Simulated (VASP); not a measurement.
An input for Ansatz (written as the equivalent of a VASP run, and not itself run):

Ansatz 0.2 input:
```yaml
crystal:
  lattice:
    - [3.9898310, 0.0000000, 0.0000000]
    - [0.0000000, 3.9898310, 0.0000000]
    - [0.0000000, 0.0000000, 3.9898310]
  atoms:
    - { symbol: Cs, position: [0.0000000, 0.0000000, 0.0000000] }
    - { symbol: Cl, position: [0.5000000, 0.5000000, 0.5000000] }
kpoints:
  mp_grid: { grid: [7, 7, 7] }
hamiltonian:
  xc: pbesol
  pseudopotentials: { kind: paw }
scf:
  occupations: { method: gaussian, width: 0.05 }
  max_iter: 100
output: { forces: true, stress: true, eigenvalues: true }
```

Q: Write the VASP files for the same calculation (PBEsol).

A: One answer among several that fit: 
File POSCAR:
```
CsCl
1
    3.9898309676     0.0000000000     0.0000000000
    0.0000000000     3.9898309676     0.0000000000
    0.0000000000     0.0000000000     3.9898309676
Cs Cl
1 1
Direct
  0.0000000000   0.0000000000   0.0000000000
  0.5000000000   0.5000000000   0.5000000000
```

**KPOINTS**
```
Automatic mesh
0
Gamma
7 7 7
0 0 0
```

**INCAR**
```
# general
SYSTEM =CsCl
PREC   =Accurate
ENCUT  =520   # plane-wave cut-off (eV)
LREAL  =.FALSE.   # projection in real space or not
LASPH  =.TRUE.   # aspherical one-centre terms

# electronic loop
EDIFF  =1E-7   # SCF stop (eV)
NELM   =100   # most electronic steps
ALGO   =Normal   # blocked Davidson
LMAXMIX=4   # l cut-off of mixed one-centre charges

# smearing
ISMEAR =0   # Gaussian
SIGMA  =0.05   # width (eV)

# functional
GGA    =PS   # PBEsol

# ions
ISIF   =2

# output
LWAVE  =.FALSE.
LCHARG =.FALSE.
```

POTCAR, in this order: Cs_sv Cl (PBE.64 set). Program: vasp_std.

The two are equivalent in intent, not identical: each code has its own PAW files, so the cut-off isn't converted (ENCUT is set for VASP's; basis.ecutwfc is left out, and Ansatz then takes the one that its files recommend); Ansatz stops its SCF on the density residual and VASP on the energy change (EDIFF).

The compound is CsCl in the CsCl type structure. This cell is one point of a volume scan, at 0.94 of the reference volume.
